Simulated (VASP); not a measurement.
Data:

```xyz
2
Lattice="0.0000 2.8411 2.8411 2.8411 0.0000 2.8411 2.8411 2.8411 0.0000" Properties=species:S:1:pos:R:3 pbc="T T T"
Nb     0.0000     0.0000     0.0000
Te     2.8411     2.8411     2.8411
```

Calculation: r2SCAN meta-GGA, VASP's PBE PAW potentials (set 64) (plane waves; VASP). Numerical set-up: 400 eV cut-off, 12×12×12 Γ-centred mesh, tetrahedra with Blöchl corrections, potentials Nb_sv Te.

Question: Give the energies of bands 6 to 12 at the high-symmetry points, in eV from the Fermi level.

Answer: 
| band | Γ | X | U | L | W |
|---|---|---|---|---|---|
| 6 | -1.83 | -6.09 | -5.82 | -7.53 | -5.50 |
| 7 | -1.83 | -3.61 | -5.77 | -5.00 | -5.50 |
| 8 | -1.83 | -3.61 | -4.43 | -5.00 | -5.38 |
| 9 | -1.54 | -2.98 | -1.36 | 0.16 | -0.16 |
| 10 | -1.54 | -0.36 | 0.43 | 0.16 | -0.16 |
| 11 | -1.54 | 0.79 | 0.90 | 0.67 | 0.46 |
| 12 | -1.15 | 0.79 | 1.17 | 2.49 | 0.79 |

It has no gap at this level: it comes out as a metal or semimetal.

The structure was generated: NbTe was put into the rock salt type (Fm-3m), which need not be its known phase. It was relaxed first, which changed the volume by -34 %. The electron count is odd and the run is not spin-polarised, which forces a metal. VASP warned that the highest band is occupied, so more bands are needed.
